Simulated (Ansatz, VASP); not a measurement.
# MgPd: VASP beside Ansatz

File INCAR:

```
  PREC = Accurate
  ENCUT = 520
  EDIFF = 1E-6
  ISMEAR = 0
  SIGMA = 0.1
  LREAL = F
  LASPH = T
  NELM = 80
  ALGO = Fast
  ISIF = 2
  LWAVE = F
  LCHARG = F
  NBANDS = 13
```

The input KPOINTS:

```
regular mesh
0
Gamma
  6 6 6
```

File POSCAR:

```
MgPd
1.0
    3.1600000000      0.0000000000      0.0000000000
    0.0000000000      3.1600000000      0.0000000000
    0.0000000000      0.0000000000      3.1600000000
Mg Pd
1 1
Direct
    0.0000000000      0.0000000000      0.0000000000
    0.5000000000      0.5000000000      0.5000000000
```

Input for Ansatz:

```yaml
crystal:
  lattice:
    - [3.16, 0.0, 0.0]
    - [0.0, 3.16, 0.0]
    - [0.0, 0.0, 3.16]
  atoms:
    - { symbol: Mg, position: [0.0, 0.0, 0.0] }
    - { symbol: Pd, position: [0.5, 0.5, 0.5] }
basis:
  ecutwfc: 420
kpoints:
  mp_grid: { grid: [6, 6, 6] }
hamiltonian:
  xc: lda
scf:
  occupations: { method: gaussian, width: 0.1 }
output:
  forces: true
  stress: true
  eigenvalues: true
```

Alike in both runs: task single point; functional LDA; k mesh 6 × 6 × 6; occupations gaussian, width 0.1 eV; no spin polarisation.

|  | VASP | Ansatz |
| --- | --- | --- |
| version | VASP 6.6.1 | Ansatz 0.2.0 |
| potentials or method | VASP PAW LDA potentials, release 64 (Mg, Pd) | scalar-relativistic, plane waves, PAW |
| plane-wave cutoff (eV) | 520 | 420 |
| valence electrons in the cell | 12 | 28 |

```csv
,VASP,Ansatz,Ansatz less VASP
gap on the k mesh at the Fermi level (eV),none,none,-
pressure (GPa),-5.4,-5.1,+0.35
```

A gap of «none» marks a metal or a gap that the smearing closes. The two sets of potentials don't hold the same shells in valence.
